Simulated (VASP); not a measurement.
Method: vdW-DF2, VASP's PBE PAW potentials (set 64) (plane waves; VASP).

A VASP calculation is set up with these files.

INCAR:
```
ENCUT = 520
LWAVE = .False.
AGGAC = 0.0
EDIFFG = -0.02
LCHARG = .False.
ALGO = Normal
EDIFF = 1E-6   ! SCF stop (eV)
ZAB_VDW = -1.8867
ISIF = 3   ! ions, shape and volume
ISMEAR = 0
SIGMA = 0.05   ! width (eV)
NELM = 100   ! most electronic steps
LASPH = .True.
NSW = 60   ! most ionic steps
GGA = ML
LMAXMIX = 4
SYSTEM = MoTe2
IBRION = 2
LREAL = .False.   ! projection in real space or not
PREC = Accurate
LUSE_VDW = .True.
```

POSCAR:
```
MoTe2
1
    1.7487211890    -3.0288735344     0.0000000000
    1.7487211890     3.0288735344     0.0000000000
    0.0000000000    -0.0000000000    13.9731535570
Te Mo
4 2
Direct
  0.3333330000   0.6666670000   0.8791597395
  0.6666670000   0.3333330000   0.3791597395
  0.6666670000   0.3333330000   0.1208402605
  0.3333330000   0.6666670000   0.6208402605
  0.3333330000   0.6666670000   0.2500000000
  0.6666670000   0.3333330000   0.7500000000
```

### KPOINTS
```
Automatic mesh
0
gamma
7 7 2
0 0 0
```

POTCAR, in this order: Te Mo_sv (PBE.64 set). Program: vasp_std.

What VASP printed:

### OSZICAR
```
...
DAV:   8    -0.181950798703E+02   -0.65301E-06   -0.27067E-05  1218   0.299E-02    0.490E-02
DAV:   9    -0.181950834835E+02   -0.36131E-05   -0.16145E-05  1019   0.194E-02    0.146E-02
DAV:  10    -0.181950829991E+02    0.48439E-06   -0.23195E-06   804   0.843E-03
   5 F= -.18195083E+02 E0= -.18195083E+02  d E =-.975774E-01
       N       E                     dE             d eps       ncg     rms          rms(c)
DAV:   1    -0.182749719871E+02   -0.79889E-01   -0.25706E+00   992   0.110E+01    0.170E+00
DAV:   2    -0.182207099583E+02    0.54262E-01   -0.25510E-01  1112   0.296E+00    0.699E-01
DAV:   3    -0.182105026699E+02    0.10207E-01   -0.10120E-01  1279   0.121E+00    0.699E-01
DAV:   4    -0.182046204570E+02    0.58822E-02   -0.25928E-02  1217   0.769E-01    0.208E-01
DAV:   5    -0.182044264173E+02    0.19404E-03   -0.33179E-03  1237   0.288E-01    0.174E-01
DAV:   6    -0.182042632906E+02    0.16313E-03   -0.10844E-03  1263   0.159E-01    0.506E-02
DAV:   7    -0.182042453678E+02    0.17923E-04   -0.13308E-04  1243   0.631E-02    0.251E-02
DAV:   8    -0.182042445532E+02    0.81453E-06   -0.68993E-06  1151   0.144E-02
   6 F= -.18204245E+02 E0= -.18204245E+02  d E =-.106739E+00
       N       E                     dE             d eps       ncg     rms          rms(c)
DAV:   1    -0.182045725565E+02   -0.32719E-03   -0.10839E-02   992   0.716E-01    0.109E-01
DAV:   2    -0.182043348424E+02    0.23771E-03   -0.99202E-04  1088   0.185E-01    0.452E-02
DAV:   3    -0.182042922711E+02    0.42571E-04   -0.35502E-04  1265   0.730E-02    0.447E-02
DAV:   4    -0.182042728797E+02    0.19391E-04   -0.10212E-04  1224   0.481E-02    0.136E-02
DAV:   5    -0.182042739077E+02   -0.10280E-05   -0.11818E-05  1017   0.177E-02    0.114E-02
DAV:   6    -0.182042759563E+02   -0.20486E-05   -0.43953E-06   914   0.108E-02    0.270E-03
DAV:   7    -0.182042763388E+02   -0.38252E-06   -0.55979E-07   503   0.489E-03
   7 F= -.18204276E+02 E0= -.18204276E+02  d E =-.106771E+00
       N       E                     dE             d eps       ncg     rms          rms(c)
DAV:   1    -0.182376628584E+02   -0.33387E-01   -0.87563E-01  1015   0.578E+00    0.116E+00
DAV:   2    -0.182301227379E+02    0.75401E-02   -0.26205E-01  1228   0.250E+00    0.997E-01
DAV:   3    -0.182154055592E+02    0.14717E-01   -0.79867E-02  1126   0.107E+00    0.238E-01
DAV:   4    -0.182148604250E+02    0.54513E-03   -0.81140E-03  1028   0.403E-01    0.202E-01
DAV:   5    -0.182147288854E+02    0.13154E-03   -0.60460E-04  1250   0.129E-01    0.192E-01
DAV:   6    -0.182147216772E+02    0.72082E-05   -0.62922E-05  1227   0.359E-02    0.113E-01
DAV:   7    -0.182147133380E+02    0.83392E-05   -0.30625E-05  1003   0.255E-02    0.448E-02
DAV:   8    -0.182147125600E+02    0.77802E-06   -0.31182E-06   938   0.861E-03
   8 F= -.18214713E+02 E0= -.18214713E+02  d E =-.104362E-01
       N       E                     dE             d eps       ncg     rms          rms(c)
DAV:   1    -0.184308732713E+02   -0.21616E+00   -0.73610E+00  1015   0.167E+01    0.345E+00
DAV:   2    -0.183739762359E+02    0.56897E-01   -0.24873E+00  1228   0.747E+00    0.293E+00
DAV:   3    -0.182411807370E+02    0.13280E+00   -0.68056E-01  1119   0.317E+00    0.670E-01
DAV:   4    -0.182373121154E+02    0.38686E-02   -0.69301E-02  1065   0.112E+00    0.623E-01
DAV:   5    -0.182358308465E+02    0.14813E-02   -0.51052E-03  1219   0.380E-01    0.584E-01
DAV:   6    -0.182357740383E+02    0.56808E-04   -0.84181E-04  1261   0.126E-01    0.340E-01
DAV:   7    -0.182357533468E+02    0.20691E-04   -0.21235E-04  1149   0.633E-02    0.138E-01
DAV:   8    -0.182357502377E+02    0.31092E-05   -0.18732E-05  1104   0.200E-02    0.738E-02
DAV:   9    -0.182357496381E+02    0.59960E-06   -0.25679E-06   933   0.862E-03
   9 F= -.18235750E+02 E0= -.18235750E+02  d E =-.314733E-01
       N       E                     dE             d eps       ncg     rms          rms(c)
DAV:   1    -0.190052490394E+02   -0.76950E+00   -0.28536E+01   999   0.329E+01    0.709E+00
DAV:   2    -0.187849888010E+02    0.22026E+00   -0.99190E+00  1235   0.151E+01    0.571E+00
DAV:   3    -0.182654272381E+02    0.51956E+00   -0.25923E+00  1119   0.621E+00    0.124E+00
DAV:   4    -0.182506305235E+02    0.14797E-01   -0.24859E-01  1046   0.205E+00    0.123E+00
DAV:   5    -0.182442614463E+02    0.63691E-02   -0.20051E-02  1271   0.726E-01    0.114E+00
DAV:   6    -0.182434650526E+02    0.79639E-03   -0.49484E-03  1162   0.315E-01    0.636E-01
DAV:   7    -0.182433901002E+02    0.74952E-04   -0.96840E-04  1209   0.129E-01    0.239E-01
DAV:   8    -0.182433742589E+02    0.15841E-04   -0.79412E-05  1170   0.405E-02    0.124E-01
DAV:   9    -0.182433712173E+02    0.30416E-05   -0.23808E-05  1026   0.235E-02    0.318E-02
DAV:  10    -0.182433725915E+02   -0.13742E-05   -0.25014E-06   869   0.851E-03    0.255E-02
DAV:  11    -0.182433728978E+02   -0.30635E-06   -0.82385E-07   615   0.485E-03
  10 F= -.18243373E+02 E0= -.18243373E+02  d E =-.390966E-01
       N       E                     dE             d eps       ncg     rms          rms(c)
DAV:   1    -0.182991057251E+02   -0.55733E-01   -0.21132E+00  1022   0.882E+00    0.174E+00
DAV:   2    -0.182767485198E+02    0.22357E-01   -0.55840E-01  1228   0.367E+00    0.144E+00
DAV:   3    -0.182469852030E+02    0.29763E-01   -0.17864E-01  1133   0.159E+00    0.367E-01
DAV:   4    -0.182451606179E+02    0.18246E-02   -0.19392E-02   992   0.658E-01    0.283E-01
DAV:   5    -0.182451172449E+02    0.43373E-04   -0.15564E-03  1277   0.183E-01    0.277E-01
DAV:   6    -0.182450934402E+02    0.23805E-04   -0.17595E-04  1240   0.652E-02    0.156E-01
DAV:   7    -0.182451053086E+02   -0.11868E-04   -0.10130E-04  1135   0.443E-02    0.547E-02
DAV:   8    -0.182451059961E+02   -0.68748E-06   -0.74959E-06  1199   0.115E-02
  11 F= -.18245106E+02 E0= -.18245106E+02  d E =-.408297E-01
       N       E                     dE             d eps       ncg     rms          rms(c)
DAV:   1    -0.185084594042E+02   -0.26335E+00   -0.52471E+00  1117   0.165E+01    0.377E+00
DAV:   2    -0.185078944405E+02    0.56496E-03   -0.46669E+00  1148   0.983E+00    0.351E+00
DAV:   3    -0.182390148281E+02    0.26888E+00   -0.12804E+00  1166   0.430E+00    0.106E+00
DAV:   4    -0.182401687138E+02   -0.11539E-02   -0.84955E-02  1196   0.106E+00    0.467E-01
DAV:   5    -0.182346828281E+02    0.54859E-02   -0.19727E-02  1176   0.801E-01    0.267E-01
DAV:   6    -0.182345012482E+02    0.18158E-03   -0.20224E-03  1313   0.222E-01    0.143E-01
DAV:   7    -0.182344849813E+02    0.16267E-04   -0.11254E-04  1129   0.598E-02    0.635E-02
DAV:   8    -0.182344776582E+02    0.73231E-05   -0.24114E-05  1139   0.210E-02    0.268E-02
DAV:   9    -0.182344781180E+02   -0.45979E-06   -0.51027E-06  1029   0.893E-03
  12 F= -.18234478E+02 E0= -.18234478E+02  d E =0.106279E-01
       N       E                     dE             d eps       ncg     rms          rms(c)
DAV:   1    -0.184130828971E+02   -0.17861E+00   -0.33503E+00  1099   0.132E+01    0.305E+00
DAV:   2    -0.183691954978E+02    0.43887E-01   -0.21059E+00  1149   0.698E+00    0.254E+00
DAV:   3    -0.182506372214E+02    0.11856E+00   -0.76719E-01  1189   0.323E+00    0.867E-01
DAV:   4    -0.182485568294E+02    0.20804E-02   -0.41091E-02  1006   0.897E-01    0.344E-01
DAV:   5    -0.182458544719E+02    0.27024E-02   -0.11423E-02  1190   0.596E-01    0.237E-01
DAV:   6    -0.182457845920E+02    0.69880E-04   -0.11566E-03  1220   0.175E-01    0.558E-02
DAV:   7    -0.182458020495E+02   -0.17458E-04   -0.79201E-05  1420   0.391E-02    0.172E-02
DAV:   8    -0.182458034519E+02   -0.14024E-05   -0.15411E-06   767   0.767E-03    0.621E-03
DAV:   9    -0.182458022669E+02    0.11850E-05   -0.43408E-07   594   0.387E-03    0.148E-03
DAV:  10    -0.182458021724E+02    0.94460E-07   -0.11919E-07   552   0.198E-03
  13 F= -.18245802E+02 E0= -.18245802E+02  d E =-.696176E-03
```

File OUTCAR:
```
------------------------ aborting loop because EDIFF is reached ----------------------------------------
  FORCE on cell =-STRESS in cart. coord.  units (eV):
  Direction    XX          YY          ZZ          XY          YZ          ZX
  --------------------------------------------------------------------------------------
  Total       -0.0217626     -0.0217626      0.0230142      0.0000000     -0.0000000      0.0000000
  in kB       -0.1956779     -0.1956778      0.2069315      0.0000000     -0.0000000      0.0000000
  external PRESSURE =      -0.0614747 kB  Pullay stress =       0.0000000 kB
  volume of cell :      178.19
      direct lattice vectors                 reciprocal lattice vectors
     1.858873601 -3.219663030 -0.000000000     0.268980096 -0.155295755 -0.000000000
     1.858873601  3.219663030 -0.000000000     0.268980096  0.155295755  0.000000000
    -0.000000000 -0.000000000 14.886389336     0.000000000  0.000000000  0.067175457
 POSITION                                       TOTAL-FORCE (eV/Angst)
 -----------------------------------------------------------------------------------
      1.85887      1.07322     12.99312        -0.000000      0.000000      0.008387
      1.85887     -1.07322      5.54993        -0.000000     -0.000000      0.008387
      1.85887     -1.07322      1.89327        -0.000000     -0.000000     -0.008387
      1.85887      1.07322      9.33646         0.000000      0.000000     -0.008387
      1.85887      1.07322      3.72160         0.000000     -0.000000     -0.000000
      1.85887     -1.07322     11.16479        -0.000000      0.000000     -0.000000
 -----------------------------------------------------------------------------------
    total drift:                                0.000000      0.001737     -0.000022
  FREE ENERGIE OF THE ION-ELECTRON SYSTEM (eV)
  ---------------------------------------------------
  free  energy   TOTEN  =       -18.2458021724 eV

  energy  without entropy=      -18.2458021724  energy(sigma->0) =      -18.24580217

 reached required accuracy - stopping structural energy minimisation
```
(Selected blocks of OUTCAR.)

File CONTCAR:
```
MoTe2
   1.00000000000000
     1.8588736013425413   -3.2196630301021818   -0.0000000000000000
     1.8588736013425413    3.2196630301021818   -0.0000000000000000
    -0.0000000000000000   -0.0000000000000000   14.8863893355377215
  Te              Mo
     4     2
Direct
     0.3333330000000032    0.6666669999999968    0.8728189676132113
     0.6666669999999968    0.3333330000000032    0.3728189676132113
     0.6666669999999968    0.3333330000000032    0.1271810323867887
     0.3333330000000032    0.6666669999999968    0.6271810323867887
     0.3333330000000032    0.6666669999999968    0.2500000000000000
     0.6666669999999968    0.3333330000000032    0.7500000000000000
```

Energy and stress use the plane-wave basis of the starting cell.

The compound is MoTe2 in the 2H layered structure. This run relaxes it. Symmetry was kept, so distortions that lower it aren't found. The start is the result of an earlier pass.
